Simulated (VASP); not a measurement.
Method: PBEsol GGA, VASP's PBE PAW potentials (set 64) (plane waves; VASP).

VASP input:

File POSCAR:
```
Co
1
    2.4553364567     0.0000000000    -0.0000000000
   -1.2276682284     2.1263839674    -0.0000000000
   -0.0000000000    -0.0000000000     3.9603963910
Co
2
Direct
  0.6666670000   0.3333330000   0.7500000000
  0.3333330000   0.6666670000   0.2500000000
```

**KPOINTS**
```
kpoints
0
gamma
  15 15 8
```

**INCAR**
```
SYSTEM = Co
PREC = Accurate
ENCUT = 480
EDIFF = 1E-6
NELM = 100
ALGO = Normal
LREAL = .FALSE.
LASPH = .TRUE.
ISMEAR = 1
SIGMA = 0.1
GGA = PS
LMAXMIX = 4
ISPIN = 2
MAGMOM = 1.6 1.6
LORBIT = 10
LWAVE = .FALSE.
LCHARG = .FALSE.
IBRION = 2
ISIF = 3
NSW = 60
EDIFFG = -0.01
```

POTCAR, in this order: Co (PBE.64 set). Program: vasp_std.

What VASP printed:

**OSZICAR**
```
       N       E                     dE             d eps       ncg     rms          rms(c)
DAV:   1     0.757577733786E+02    0.75758E+02   -0.79016E+03  8276   0.151E+03
DAV:   2    -0.158909239901E+02   -0.91649E+02   -0.84843E+02  8100   0.251E+02
DAV:   3    -0.179841782421E+02   -0.20933E+01   -0.20228E+01  9731   0.536E+01
DAV:   4    -0.180169178584E+02   -0.32740E-01   -0.32732E-01 11667   0.512E+00
DAV:   5    -0.180172749900E+02   -0.35713E-03   -0.35712E-03  9977   0.494E-01    0.165E+01
DAV:   6    -0.159007269484E+02    0.21165E+01   -0.14986E+01  8758   0.799E+01    0.720E+00
DAV:   7    -0.155107994893E+02    0.38993E+00   -0.19735E+00  9220   0.278E+01    0.394E+00
DAV:   8    -0.154906545732E+02    0.20145E-01   -0.21755E-02 11311   0.170E+00    0.197E+00
DAV:   9    -0.154732184655E+02    0.17436E-01   -0.45455E-03 12320   0.114E+00    0.674E-01
DAV:  10    -0.154735401647E+02   -0.32170E-03   -0.92121E-04 11187   0.473E-01    0.275E-01
DAV:  11    -0.154734768680E+02    0.63297E-04   -0.19236E-04 10598   0.222E-01    0.329E-02
DAV:  12    -0.154734711688E+02    0.56992E-05   -0.11213E-05  8951   0.357E-02    0.181E-02
DAV:  13    -0.154734701048E+02    0.10639E-05   -0.17682E-06  5765   0.205E-02    0.116E-02
DAV:  14    -0.154734703550E+02   -0.25015E-06   -0.80092E-07  5275   0.127E-02
   1 F= -.15473470E+02 E0= -.15473850E+02  d E =-.154735E+02  mag=     3.1624
```

**OUTCAR**
```
------------------------ aborting loop because EDIFF is reached ----------------------------------------
  FORCE on cell =-STRESS in cart. coord.  units (eV):
  Direction    XX          YY          ZZ          XY          YZ          ZX
  --------------------------------------------------------------------------------------
  Total        0.0038935      0.0038935      0.0012108     -0.0000000      0.0000000      0.0000000
  in kB        0.3016884      0.3016884      0.0938201     -0.0000000      0.0000000      0.0000000
  external PRESSURE =       0.2323990 kB  Pullay stress =       0.0000000 kB
  volume of cell :       20.68
      direct lattice vectors                 reciprocal lattice vectors
     2.455336457  0.000000000  0.000000000     0.407276159  0.235140975  0.000000000
    -1.227668228  2.126383967  0.000000000     0.000000000  0.470281951  0.000000000
     0.000000000  0.000000000  3.960396391     0.000000000  0.000000000  0.252499978
 POSITION                                       TOTAL-FORCE (eV/Angst)
 -----------------------------------------------------------------------------------
      1.22767      0.70879      2.97030         0.000000      0.000000      0.000000
     -0.00000      1.41759      0.99010        -0.000000     -0.000000      0.000000
 -----------------------------------------------------------------------------------
    total drift:                                0.000024     -0.000014     -0.000019
  FREE ENERGIE OF THE ION-ELECTRON SYSTEM (eV)
  ---------------------------------------------------
  free  energy   TOTEN  =       -15.4734703550 eV

  energy  without entropy=      -15.4746102728  energy(sigma->0) =      -15.47385033

 total charge

# of ion       s       p       d       tot
------------------------------------------
    1        0.510   0.568   7.292   8.370
    2        0.510   0.568   7.292   8.370
--------------------------------------------------
tot          1.020   1.136  14.584  16.740

 magnetization (x)

# of ion       s       p       d       tot
------------------------------------------
    1       -0.015  -0.050   1.652   1.587
    2       -0.015  -0.050   1.652   1.587
--------------------------------------------------
tot         -0.030  -0.101   3.304   3.174

 reached required accuracy - stopping structural energy minimisation
```
(Selected blocks of OUTCAR.)

The compound is Co in the hcp structure. It was relaxed first, which changed the volume by -7 %. The start is the result of an earlier pass.
